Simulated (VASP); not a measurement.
An input for Ansatz (written as the equivalent of a VASP run, and not itself run):

Ansatz 0.2 input:
```yaml
crystal:
  lattice:
    - [-1.9880724, 1.9880724, 4.8236944]
    - [1.9880724, -1.9880724, 4.8236944]
    - [1.9880724, 1.9880724, -4.8236944]
  atoms:
    - { symbol: Ca, position: [0.0000000, 0.0000000, 0.0000000] }
    - { symbol: P, position: [0.6156202, 0.6156202, 0.0000000] }
    - { symbol: P, position: [0.3843798, 0.3843798, 0.0000000] }
    - { symbol: Rh, position: [0.7500000, 0.2500000, 0.5000000] }
    - { symbol: Rh, position: [0.2500000, 0.7500000, 0.5000000] }
kpoints:
  mp_grid: { grid: [12, 12, 12] }
hamiltonian:
  xc: pbesol
  pseudopotentials: { kind: paw }
scf:
  occupations: { method: tetrahedron }
  max_iter: 100
output: { forces: true, stress: true, eigenvalues: true }
```

Problem. Translate this input to VASP (INCAR, KPOINTS, POSCAR, choice of POTCAR).

Solution. This is not unique; one that fits is 
POSCAR:
```
Ca(PRh)2
9.6473890
 -0.2060736235   0.2060736235   0.4999999923
  0.2060736235  -0.2060736235   0.4999999923
  0.2060736235   0.2060736235  -0.4999999923
Ca P Rh
1 2 2
Cart
  0.0000000000   0.0000000000   0.0000000000
  0.0000000000  -0.0000000000   0.6156201586
 -0.0000000000   0.0000000000   0.3843798260
 -0.0000000000   0.2060736235   0.2499999961
  0.2060736235   0.0000000000   0.2499999961
```

**INCAR**
```
SYSTEM = Ca(PRh)2
PREC = Accurate
ENCUT = 400
EDIFF = 1E-7
NELM = 100
ALGO = Normal
LREAL = .FALSE.
LASPH = .TRUE.
ISMEAR = -5
GGA = PS
LMAXMIX = 4
LWAVE = .FALSE.
LCHARG = .TRUE.
LORBIT = 11
NEDOS = 601
ISIF = 2
LEFG = .TRUE.
```

File KPOINTS:
```
Automatic mesh
0
Gamma
12 12 12
0 0 0
```

POTCAR, in this order: Ca_sv P Rh_pv (PBE.64 set). Program: vasp_std.

Limits of the translation: each code has its own PAW files, so the cut-off isn't converted (ENCUT is set for VASP's; basis.ecutwfc is left out, and Ansatz then takes the one that its files recommend); Ansatz stops its SCF on the density residual and VASP on the energy change (EDIFF); the field gradients of LEFG aren't asked of the other code.

The structure comes from a computed database's CaRh2P2 entry (I4/mmm); how it stands against other phases isn't given here. It was relaxed first.
